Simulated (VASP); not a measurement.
A convergence study with VASP on PbTe (rock salt): one setting is varied, all else stays as given below, so the limit is that of these other settings. Each run relaxes cell and ions from the cell shown.

```yaml
crystal:
  lattice:
    - [0.00000, 3.23000, 3.23000]
    - [3.23000, 0.00000, 3.23000]
    - [3.23000, 3.23000, 0.00000]
  atoms:
    - { symbol: Te, position: [0.50000, 0.50000, 0.50000] }
    - { symbol: Pb, position: [0.00000, 0.00000, 0.00000] }
```

Computed with PBE GGA, VASP's PBE PAW potentials (set 64) (plane waves; VASP). The tightest run used: 550 eV cut-off, 11×11×11 Γ-centred mesh, Gaussian smearing of 0.050 eV, potentials Te Pb_d.

Unless said otherwise, spin-orbit coupling is left out, though it shifts the bands of the heavy elements here. Gaps are read on the run's mesh, which can miss a band edge.

```
setting     relaxed volume (Å³/atom)  E (eV/atom)  gap on the mesh (eV)  irreducible k-points
----------  ------------------------  -----------  --------------------  --------------------
2×2×2 mesh                    40.957      -3.0919                 0.805                     3
3×3×3 mesh                    35.315      -3.7843                 1.859                     4
4×4×4 mesh                    35.399      -3.7573                 0.829                     8
```

Problem. These are the cheaper rows. Estimate the results at 11×11×11 mesh, and how far the last row shown lies from them.

Solution. 
```json
[
 {"quantity": "relaxed volume (Å³/atom)", "tightest run": "35.398", "last row shown is off by": "0.001"},
 {"quantity": "E (eV/atom)", "tightest run": "-3.7611", "last row shown is off by": "0.0037"},
 {"quantity": "gap on the mesh (eV)", "tightest run": "0.937", "last row shown is off by": "-0.107"}
]
```

Left out are rungs that failed or repeat a setting and relaxations that didn't move; long series are thinned to 24 rows.

The compound is PbTe in the rock salt structure.
